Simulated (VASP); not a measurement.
```xyz
63
Lattice="11.0671 0.0000 0.0000 0.0000 11.0671 0.0000 0.0000 0.0000 11.0671" Properties=species:S:1:pos:R:3 pbc="T T T"
Ga     5.5334     0.0054     0.0023
Ga     8.2948     2.7709     0.0023
Ga     8.2952    11.0640     2.7781
Ga     0.0006     0.0006     0.0016
Ga     2.7761     2.7754     0.0073
Ga     5.5344     5.5330     0.0031
Ga     8.2936     8.2946     0.0044
Ga     2.7755     0.0105     2.7764
Ga     5.5479     2.7933     2.7946
Ga     8.2727     5.5195     2.7961
Ga     5.5341     0.0013     5.5353
Ga     8.2746     2.7955     5.5199
Ga     8.2908     0.0065     8.2925
Ga    11.0670     5.5321     0.0032
Ga     2.7721     8.2988     0.0014
Ga     0.0063     2.7751     2.7757
Ga     2.7937     5.5500     2.7941
Ga     5.5193     8.2745     2.7936
Ga    11.0662     0.0036     5.5330
Ga     2.7936     2.7934     5.5469
Ga     8.2750     8.2762     5.5477
Ga     2.7761    11.0634     8.2935
Ga     5.5185     2.7940     8.2738
Ga     8.2731     5.5461     8.2747
Ga    11.0630     8.2970     2.7771
Ga     0.0006     5.5334     5.5355
Ga     2.7938     8.2753     5.5185
Ga    11.0668     2.7729     8.2948
Ga     2.7943     5.5205     8.2742
Ga     5.5483     8.2746     8.2762
Ga     0.0029     8.2954     8.2926
P      6.9217     1.3845     1.3899
P      9.6812     4.1468     1.3901
P      9.6822     1.3896     4.1481
P      1.3860     1.3874     1.3860
P      4.1533     4.1547     1.3928
P      6.9145     6.9155     1.3907
P      9.6820     9.6836     1.3872
P      4.1550     1.3920     4.1554
P      6.8786     4.1855     4.1871
P      9.6783     6.9138     4.1541
P      6.9142     1.3913     6.9145
P      9.6783     4.1530     6.9162
P      9.6816     1.3849     9.6828
P      1.3843     6.9220     1.3893
P      4.1472     9.6866     1.3881
P      1.3912     4.1555     4.1542
P      4.1833     6.8854     4.1834
P      6.9138     9.6787     4.1542
P      1.3878     1.3849     6.9205
P      4.1830     4.1818     6.8828
P      6.8843     6.8862     6.8830
P      9.6816     9.6853     6.9219
P      4.1463     1.3881     9.6830
P      6.9145     4.1514     9.6803
P      9.6817     6.9206     9.6816
P      1.3859     9.6865     4.1470
P      1.3900     6.9154     6.9150
P      4.1546     9.6777     6.9155
P      1.3881     4.1466     9.6841
P      4.1518     6.9148     9.6807
P      6.9212     9.6851     9.6842
P      1.3847     9.6839     9.6814
```

Method: HSE06 screened hybrid, VASP's PBE PAW potentials (set 64) (plane waves; VASP). Numerical set-up: PREC = Normal, LREAL = Auto, ISYM = 0, EDIFF = 1E-5, 400 eV cut-off, 1×1×1 Γ-centred mesh, Gaussian smearing of 0.050 eV, potentials Ga P. Starting moments (MAGMOM): 63*0.0476. The cell's moment is fixed (NUPDOWN = 3).

The supercell is sampled at Γ alone, which is coarse: total energies, pressure and levels can be off, energies of defects by several tenths of an eV.

**Question.** What does the run give for the cell moment, energy per atom (σ→0)?

**Answer.** 
```
Quantity                        Value
---------------------  --------------
cell moment                   3.00 μB
energy per atom (σ→0)  -5.309 eV/atom
```

**Question.** Give the moment on each site (PAW-sphere projection).

**Answer.** 
| site | moment (μB) |
|---|---|
| Ga1 | 0.01 |
| Ga2 | 0.00 |
| Ga3 | 0.00 |
| Ga4 | 0.00 |
| Ga5 | 0.00 |
| Ga6 | 0.00 |
| Ga7 | 0.00 |
| Ga8 | 0.00 |
| Ga9 | 0.01 |
| Ga10 | 0.01 |
| Ga11 | 0.00 |
| Ga12 | 0.01 |
| Ga13 | 0.00 |
| Ga14 | 0.01 |
| Ga15 | 0.00 |
| Ga16 | 0.00 |
| Ga17 | 0.01 |
| Ga18 | 0.01 |
| Ga19 | 0.01 |
| Ga20 | 0.01 |
| Ga21 | 0.01 |
| Ga22 | 0.00 |
| Ga23 | 0.01 |
| Ga24 | 0.01 |
| Ga25 | 0.00 |
| Ga26 | 0.00 |
| Ga27 | 0.01 |
| Ga28 | 0.00 |
| Ga29 | 0.01 |
| Ga30 | 0.01 |
| Ga31 | 0.00 |
| P32 | 0.03 |
| P33 | 0.03 |
| P34 | 0.03 |
| P35 | 0.01 |
| P36 | 0.00 |
| P37 | 0.00 |
| P38 | 0.01 |
| P39 | 0.00 |
| P40 | 0.27 |
| P41 | 0.00 |
| P42 | 0.00 |
| P43 | 0.00 |
| P44 | 0.01 |
| P45 | 0.03 |
| P46 | 0.03 |
| P47 | 0.00 |
| P48 | 0.27 |
| P49 | 0.00 |
| P50 | 0.03 |
| P51 | 0.27 |
| P52 | 0.27 |
| P53 | 0.03 |
| P54 | 0.03 |
| P55 | 0.00 |
| P56 | 0.03 |
| P57 | 0.03 |
| P58 | 0.00 |
| P59 | 0.00 |
| P60 | 0.03 |
| P61 | 0.00 |
| P62 | 0.03 |
| P63 | 0.01 |

Total energies compare only between runs with the same potentials, cut-off and functional.

The cell is a supercell with a defect, built from GaP (zinc blende): vac_Ga. The cell's shape comes from a PBE relaxation.
